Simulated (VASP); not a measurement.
## CoW3: equation of state with PBE

Crystal: CoW3.

```
W Co
1.0
     3.90735    0.00000    0.00000
     0.00000    3.90735    0.00000
     0.00000    0.00000    3.90735
W Co
3 1
Direct
  0.50000 0.50000 0.00000
  0.50000 0.00000 0.50000
  0.00000 0.50000 0.50000
  0.00000 0.00000 0.00000
```

The cell comes from a database or a generator and needn't be the stable form of this composition.

```
Program             : VASP 6.6.1
Task                : equation of state
Functional          : PBE
Potentials or basis : VASP PAW PBE potentials, release 64 (W_sv, Co)
Cutoff              : 520 eV
k mesh              : 7 × 7 × 7
Occupations         : fermi-dirac, width 0.05 eV
Spin                : collinear spin, ferromagnetic start
Starting moments    : [0.0, 0.0, 0.0, 2.0] μB
```

```yaml
Equilibrium_volume: 14.85 Å³/atom
Bulk_modulus: 280 GPa
Pressure_derivative_of_the_bulk_modulus: 4.3
```

Energy against volume, from the lowest point:
```csv
volume (Å³/atom),energy (meV/atom)
14.019,44.32
14.317,17.34
14.615,2.98
14.914,0.00
15.212,7.24
15.510,23.67
15.809,48.37
```

All runs of the series together: 9.7 min on 1 thread of Intel(R) Xeon(R) Platinum 8488C (Sapphire Rapids) (shared host).

The run has no spin-orbit coupling, so splittings on W are missing.
